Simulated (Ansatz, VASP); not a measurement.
# SbAs: VASP beside Ansatz, part 2 of 2

Wanted: the spread between two codes on one cell, functional and k mesh. The cell is generated by rule, not measured, and may not be a known phase. The cell is taken from a series of runs on this material, whose earlier steps may have relaxed, scaled, displaced or heated it; both programs get it as it stands.

VASP 6.6.1 and Ansatz 0.2.0.

So far: The starting structure; VASP: zone-centre phonons, LDA.

The structure was built from a prototype and need not be the compound's stable phase.

## Step 3: Ansatz: zone-centre phonons, LDA

Level of this step: Ansatz beside VASP: Kohn-Sham DFT, plane waves, LDA (Ansatz).

Ansatz runs on its default PAW (the set named soft_2) files.

The same cell, functional (in two slightly different forms), mesh and smearing now go to Ansatz, which takes its cutoff from its data sets.

File input.yaml:

```yaml
crystal:
  lattice:
    - [4.8143036723, 0.0, 0.0]
    - [-2.4071518361, 4.1693092817, 0.0]
    - [0.0, 0.0, 5.7732547121]
  atoms:
    - { symbol: Sb, position: [0.3333333333, 0.6666666667, 0.25] }
    - { symbol: Sb, position: [0.6666666667, 0.3333333333, 0.75] }
    - { symbol: As, position: [0.6666666667, 0.3333333333, 0.25] }
    - { symbol: As, position: [0.3333333333, 0.6666666667, 0.75] }
kpoints:
  mp_grid: { grid: [12, 12, 6] }
hamiltonian:
  xc: lda
scf:
  occupations: { method: methfessel_paxton, width: 0.2 }
output:
  eigenvalues: true
phonons:
  method: dfpt
```

Command:

```bash
$ ansatz run input.yaml --threads 4 --pin off --max-ram 7168MiB --backend cpu --events-out ev --progress --plain --runs-dir out
```

Numbers of over 12 decimals in the logs are rounded to 6 here.

The program printed:

```text
zone centre: on kpoints.mp_grid the ground state, and the responses unless they are solved on pairs of k-points, stand on 172 of the mesh's 864 k-points, reduced under 4 symmetry operations, with k and −k counted as one. Each operation leaves every solved displacement unchanged or reverses it
Engine: ansatz 0.2.0, x86_64-unknown-linux-gnu
Pseudopotentials: kind: paw
Pseudopotential: Sb, paw, valence charge 15, recommended cutoff 420 eV (normal), Sb.paw.azcp
Pseudopotential: As, paw, valence charge 15, recommended cutoff 420 eV (normal), As.paw.azcp
Functional definition: SPW92
  exchange = slater_x
  correlation = pw_c
Crystal: 4 atoms, lattice volume = 115.883 Å³
Basis set: ecut = 420 eV, 2239 PW (Γ), exchange–correlation on 72×72×80 points (8 copies of the dense FFT grid, shifted against one another)
Bands: 36, of which v1, the nominal top of the filled ones, is band 30 counted from 1 (29 counted from 0)
Symmetry: 24 space group operations
k-points: 172 of 864 (irreducible under 4 space group operations, time reversal used)
Non-local potential: Sb, projectors of the file, l = 0: 2, l = 1: 2, l = 2: 2, l = 3: 2
Non-local potential: As, projectors of the file, l = 0: 2, l = 1: 2, l = 2: 3, l = 3: 1
PAW form: soft (Blöchl's): semilocal exchange-correlation on the pseudo side does not see the compensation charge
PAW frozen core: Sb, regenerated for the run's functional, and the local potential with it (the file was generated under x = pbe(κ = 0.804, μ = 0.219515), c = pbe(β = 0.066725))
PAW frozen core: As, regenerated for the run's functional, and the local potential with it (the file was generated under x = pbe(κ = 0.804, μ = 0.219515), c = pbe(β = 0.066725))
PAW one-centre angular grid: Sb, 590 points (default); XC on 64 Gauss nodes
PAW one-centre angular grid: As, 590 points (default); XC on 64 Gauss nodes
Initial density: superposition of atomic densities (neutral atoms: chi_scale 0, normalization atom), corrected by the library's trained network
Initial wavefunctions: pseudopotential atomic-orbital guess
Functional: x = slater, c = lda
SCF iter   1: F=—  HF=-22218.091899 eV  |F-HF|=—  |Δ(HF+E_count)|=         —  Δρ=5.60e-3  dr2=1.91e-2  ethr=1.77e-3  ⟨swp⟩=6.2  Hψ=24135  notcnv=0
preconditioner: auto → LDOS  [metal: Δε(μ)=0.008 eV  Ē_g=8.419 eV  σ=0.200 eV  W_gap=0.03  n_scr=22 (ndim 8)  ℏωp=15.4 eV  f_vac=0.111  D(μ)=1.99/eV (n_scr^D=8)  β→1.0]
SCF iter   2: F=—  HF=-22218.082360 eV  |F-HF|=—  |Δ(HF+E_count)|=   9.54e-3  S|Δr|=    0.00e0  Δρ=8.76e-4  dr2=8.13e-4  ethr=3.19e-5  ⟨swp⟩=2.7  Hψ=13379  notcnv=0
SCF iter   3: F=—  HF=-22218.081966 eV  |F-HF|=—  |Δ(HF+E_count)|=   3.94e-4  S|Δr|=    0.00e0  Δρ=4.67e-4  dr2=1.52e-4  ethr=1.35e-6  ⟨swp⟩=2.0  Hψ=11292  notcnv=0
SCF iter   4: F=—  HF=-22218.081829 eV  |F-HF|=—  |Δ(HF+E_count)|=   1.37e-4  S|Δr|=    0.00e0  Δρ=1.79e-4  dr2=2.67e-5  ethr=2.53e-7  ⟨swp⟩=2.0  Hψ=11248  notcnv=0
SCF iter   5: F=—  HF=-22218.081814 eV  |F-HF|=—  |Δ(HF+E_count)|=   1.49e-5  S|Δr|=    0.00e0  Δρ=2.78e-5  dr2=1.57e-6  ethr=4.46e-8  ⟨swp⟩=2.0  Hψ=9542  notcnv=0
SCF iter   6: F=—  HF=-22218.081812 eV  |F-HF|=—  |Δ(HF+E_count)|=   1.43e-6  S|Δr|=    0.00e0  Δρ=6.49e-6  dr2=1.09e-7  ethr=2.62e-9  ⟨swp⟩=2.0  Hψ=11265  notcnv=0
SCF iter   7: F=—  HF=-22218.081812 eV  |F-HF|=—  |Δ(HF+E_count)|=   4.29e-8  S|Δr|=    0.00e0  Δρ=7.63e-7  dr2=9.88e-10  ethr=1.82e-10  ⟨swp⟩=2.0  Hψ=11266  notcnv=0
SCF iter   8: F=—  HF=-22218.081812 eV  |F-HF|=—  |Δ(HF+E_count)|=  6.33e-10  S|Δr|=    0.00e0  Δρ=2.33e-7  dr2=5.94e-11  ethr=1.65e-12  ⟨swp⟩=2.0  Hψ=11387  notcnv=0
SCF iter   9: F=-22218.081812 eV  HF=-22218.081812 eV  |F-HF|=3.64e-12  |Δ(HF+E_count)|=  3.64e-12  S|Δr|=    0.00e0  Δρ=2.25e-8  dr2=5.18e-13  ethr=1.00e-12  ⟨swp⟩=8.3  Hψ=29890  notcnv=0
SCF 1 converged in 9 iterations: F = -22218.081812 eV  dr2 = 5.18e-13
  greatest PAW one-centre occupation: 0.999 electrons in one spin orbital (limit 2), on the As atom at site 3 (counted from 0), in its partial waves of l = 2
DFPT response loops at Γ: preconditioner auto → Kerker (q_TF=auto, 2.445 Å⁻¹) (partly filled bands, converged f_vac=0.117); β = 1.00, the filter's whole step (`scf.mixing.beta` (0.50) is not read by the response loops under this deck's `scf.mixing.preconditioner`; to damp them name `kerker` or `kerker_dos`, under which they read `scf.mixing.beta`, and type it under 1.00, their step now; both keys bind the ground state too); Broyden in place of MSR1
SCF converged after 9 iterations
Stability not checked: this state was not tested for a lower state beside it, because cold or Methfessel-Paxton smearing, or corrected tetrahedra, fill the levels in a way that the test cannot read (fill_not_monotonic; see scf.lower_state_search)
Free energy (F): -22218.081812 eV
Harris-Foulkes:  -22218.081812 eV  (|F-HF|=3.64e-12)
Internal energy: -22218.085187 eV  (E = F + TS)
E sigma→0 (E₀):  -22218.082656 eV
Entropy (-TS):   0.003375 eV (0.844 meV/atom)
Fermi energy:    8.552493 eV
--- Per-component energies (eV) ---
  E_band       = -915.529794
  E_kinetic    = 623.754090
  E_local      = -7500.412818  (includes V_loc(G=0)·N_el)
  E_nonlocal   = -599.266878
  E_hartree    = 3723.326869
  E_xc         = -434.179225
  E_vxc        = -354.269083  (∫ρ·V_xc dr)
  E_paw        = -12357.753230  (= ΣΔE_a)
  E_vpaw       = -531.988812  (= ΣTr[D̂ρ^β])
  E_aug_tail   = 0.000014  (compensation charges beyond the density's cutoff)
  E_ewald      = -5678.822115
  E_core_change = 5.268107  (= ΣΔE_core)
  E_smearing   = 0.003375  (= −TS)
  E_closure    = 0.000000  (closes the sum)
  Σ components = -22218.081812   (vs F -22218.081812, Δ=0.00e0)
--- Band table (eV; the first three rows and the last of 172) ---
  k-point 0: bands = [... 26 lower, 4.2957, 6.4196, 6.4482, 6.4482, 8.3762, 8.3762, 10.8988, 10.8988, ... 2 higher]
  k-point 1: bands = [... 26 lower, 4.4013, 6.2402, 6.2402, 7.1663, 8.4742, 8.4742, 10.5961, 10.5961, ... 2 higher]
  k-point 2: bands = [... 26 lower, 4.7081, 5.7428, 5.7428, 8.5228, 8.7837, 8.7837, 9.0136, 9.9515, ... 2 higher]
  k-point 171: bands = [... 26 lower, 7.1463, 7.1463, 7.8819, 7.8819, 8.8948, 8.8948, 9.6363, 9.6363, ... 2 higher]
--- Phonons (Γ-DFPT): 4 representative perturbations + reference, on 172 of 864 k-points (Σ response iterations 12) ---
  k mesh reduced under 4 symmetry operations, with k and −k counted as one. Each operation leaves every solved displacement unchanged or reverses it
  ASR residual: 4.923e-5 → 0.000e0 eV/Å²; symmetrization residual: 3.215e-5 eV/Å²
  ASR residual per site (eV/Å²): 4.92e-5 4.92e-5 4.91e-5 4.91e-5
  Γ frequencies (cm⁻¹): -126.73 0.00 0.00 0.00 22.67 22.67 71.96 89.16 89.16 140.23 140.23 158.02
  non-analytic LO–TO correction: not included (Born effective charges unavailable; polar crystals: no LO–TO splitting at Γ)
```

In the SCF lines HF is the Harris–Foulkes energy and dr2 the Hartree energy of the density residual, in eV; the loop may stop once dr2 is under the threshold and the program's other checks hold. Hψ counts applications of the Hamiltonian.

## Step 4: Differences

Known differences besides the potentials themselves: the two LDA forms differ slightly; the data sets hold 60 valence electrons in Ansatz (on its default PAW (the set named soft_2) files) and 20 in VASP; the cutoff is 420 eV in Ansatz and 500 eV in VASP; VASP's log shows a relativistic correction to its local exchange, Ansatz's none. Total energies have different zeros and are not compared.

Compared:

```
                                              quantity  Ansatz    VASP  difference
optical mode 1 (imaginary, printed as negative) (cm⁻¹)  -126.7  -122.2        -4.5
                            optical mode 2 to 3 (cm⁻¹)    22.7    23.0        -0.4
                                 optical mode 4 (cm⁻¹)    72.0    72.3     -0.51 %
                            optical mode 5 to 6 (cm⁻¹)    89.2    95.3     -6.46 %
                            optical mode 7 to 8 (cm⁻¹)   140.2   142.5     -1.60 %
                                 optical mode 9 (cm⁻¹)   158.0   164.3     -3.84 %
```

Modes are paired by rising frequency, not by their patterns, so a pair may set unlike modes beside each other; they are those without the splitting of longitudinal modes.

## Step 5: Results

| Property | Result |
| --- | --- |
| r.m.s. difference of the optical zone-centre modes, each program's sorted by frequency (zone-centre phonons, LDA) | 4.0 cm⁻¹ |
| difference in optical mode 5 to 6 (zone-centre phonons, LDA) | -6.5 % |

In words: The r.m.s. difference of the optical zone-centre modes, each program's sorted by frequency is 4.0 cm⁻¹ (zone-centre phonons, LDA). The data sets hold unlike numbers of valence electrons (60 in Ansatz and 20 in VASP), so part of the differences comes from the potentials. Among the rows given in per cent, the largest difference of the zone-centre phonons, LDA pair is in optical mode 5 to 6, -6.5 %. How closely two codes agree says nothing of how well the functional describes the real material.

[Lines on the potential files, build, host, timing and source positions are cut from VASP's logs without a mark.]

[Logs are printed without paths, hosts, clocks, repeated set-up lines and the standing remarks that a program may print on its own settings, such as how far it seeks lower states.]

[Hosts, paths, dates, database ids (printed as entryN), source tags and the programs' standing remarks are cut or masked in the printed files.]
